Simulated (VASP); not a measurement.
All values below come from PBE GGA, VASP's PBE PAW potentials (set 64) (plane waves; VASP).

Input for VASP

POSCAR:
```
CoO
1.0
  4.2220860000   2.1110430000   2.1110430000
  2.1110430000   4.2220860000   2.1110430000
  2.1110430000   2.1110430000   4.2220860000
Co O
2 2
direct
  0.0000000000   0.0000000000   0.0000000000
  0.5000000000   0.5000000000   0.5000000000
  0.2500000000   0.2500000000   0.2500000000
  0.7500000000   0.7500000000   0.7500000000
```

### KPOINTS
```
Automatic mesh
0
G
  9 9 9
```

### INCAR
```
SYSTEM = CoO
PREC = Accurate
ENCUT = 400
EDIFF = 1E-6
NELM = 100
ALGO = Normal
LREAL = .FALSE.
LASPH = .TRUE.
ISMEAR = -1
SIGMA = 0.05
GGA = PE
LMAXMIX = 4
LWAVE = .FALSE.
LCHARG = .FALSE.
ISIF = 2
ISPIN = 2
MAGMOM = 3.0 -3.0 0.0 0.0
LORBIT = 11
```

POTCAR, in this order: Co O (PBE.64 set). Program: vasp_std.

Output

OSZICAR:
```
       N       E                     dE             d eps       ncg     rms          rms(c)
DAV:   1     0.226684315460E+03    0.22668E+03   -0.12458E+04  6540   0.160E+03
DAV:   2    -0.168090883431E+01   -0.22837E+03   -0.21551E+03  6629   0.372E+02
DAV:   3    -0.302156151566E+02   -0.28535E+02   -0.27246E+02  7578   0.147E+02
DAV:   4    -0.314115570596E+02   -0.11959E+01   -0.11771E+01  7961   0.313E+01
DAV:   5    -0.314557596950E+02   -0.44203E-01   -0.44061E-01  8337   0.539E+00    0.208E+01
DAV:   6    -0.284732293640E+02    0.29825E+01   -0.57924E+01  9444   0.112E+02    0.250E+01
DAV:   7    -0.263681642042E+02    0.21051E+01   -0.23487E+01  9445   0.954E+01    0.107E+01
DAV:   8    -0.265201951379E+02   -0.15203E+00   -0.21735E+00  7842   0.158E+01    0.624E+00
DAV:   9    -0.264711483775E+02    0.49047E-01   -0.89750E-01 10415   0.171E+01    0.267E+00
DAV:  10    -0.264690270573E+02    0.21213E-02   -0.14859E-01  8410   0.690E+00    0.162E+00
DAV:  11    -0.264505393865E+02    0.18488E-01   -0.77877E-02  9843   0.493E+00    0.723E-01
DAV:  12    -0.264515899782E+02   -0.10506E-02   -0.19750E-02  9792   0.181E+00    0.400E-01
DAV:  13    -0.264522479935E+02   -0.65802E-03   -0.12608E-02  9331   0.157E+00    0.254E-01
DAV:  14    -0.264518883333E+02    0.35966E-03   -0.46438E-03  9810   0.143E+00    0.133E-01
DAV:  15    -0.264520853964E+02   -0.19706E-03   -0.58972E-04  8307   0.391E-01    0.313E-02
DAV:  16    -0.264521185987E+02   -0.33202E-04   -0.96980E-05  9657   0.160E-01    0.167E-02
DAV:  17    -0.264521188167E+02   -0.21802E-06   -0.10203E-05  7964   0.354E-02    0.121E-02
DAV:  18    -0.264521175374E+02    0.12793E-05   -0.63043E-06  6742   0.443E-02    0.355E-03
DAV:  19    -0.264521177868E+02   -0.24939E-06   -0.21966E-06  4530   0.149E-02
   1 F= -.26452118E+02 E0= -.26423285E+02  d E =-.576652E-01  mag=    -0.0000
```

### OUTCAR
```
------------------------ aborting loop because EDIFF is reached ----------------------------------------
  FORCE on cell =-STRESS in cart. coord.  units (eV):
  Direction    XX          YY          ZZ          XY          YZ          ZX
  --------------------------------------------------------------------------------------
  Total       -1.2562757     -1.2562757     -1.2562757      0.8623470      0.8623470      0.8623470
  in kB      -53.4865172    -53.4865172    -53.4865172     36.7148192     36.7148192     36.7148192
  external PRESSURE =     -53.4865172 kB  Pullay stress =       0.0000000 kB
  volume of cell :       37.63
      direct lattice vectors                 reciprocal lattice vectors
     4.222086000  2.111043000  2.111043000     0.355274620 -0.118424873 -0.118424873
     2.111043000  4.222086000  2.111043000    -0.118424873  0.355274620 -0.118424873
     2.111043000  2.111043000  4.222086000    -0.118424873 -0.118424873  0.355274620
 POSITION                                       TOTAL-FORCE (eV/Angst)
 -----------------------------------------------------------------------------------
      0.00000      0.00000      0.00000        -0.000000     -0.000000      0.000000
      4.22209      4.22209      4.22209        -0.000000     -0.000000      0.000000
      2.11104      2.11104      2.11104        -0.000000      0.000000     -0.000000
      6.33313      6.33313      6.33313         0.000000      0.000000     -0.000000
 -----------------------------------------------------------------------------------
    total drift:                                0.000000      0.000000      0.000000
  FREE ENERGIE OF THE ION-ELECTRON SYSTEM (eV)
  ---------------------------------------------------
  free  energy   TOTEN  =       -26.4521177868 eV

  energy  without entropy=      -26.3944525657  energy(sigma->0) =      -26.42328518

 total charge

# of ion       s       p       d       tot
------------------------------------------
    1        0.300   0.370   7.180   7.850
    2        0.300   0.370   7.180   7.850
    3        1.586   3.436   0.000   5.023
    4        1.586   3.436   0.000   5.023
--------------------------------------------------
tot          3.773   7.614  14.359  25.746

 magnetization (x)

# of ion       s       p       d       tot
------------------------------------------
    1       -0.003  -0.006   2.420   2.412
    2        0.003   0.006  -2.420  -2.412
    3        0.000   0.000   0.000   0.000
    4        0.000   0.000   0.000   0.000
--------------------------------------------------
tot          0.000   0.000   0.000   0.000
```
(Selected blocks of OUTCAR.)

At this cut-off the stress carries a Pulay error, which pulls relaxed volumes low.

The structure is a typed CoO crystal. The cell was not relaxed at this level.
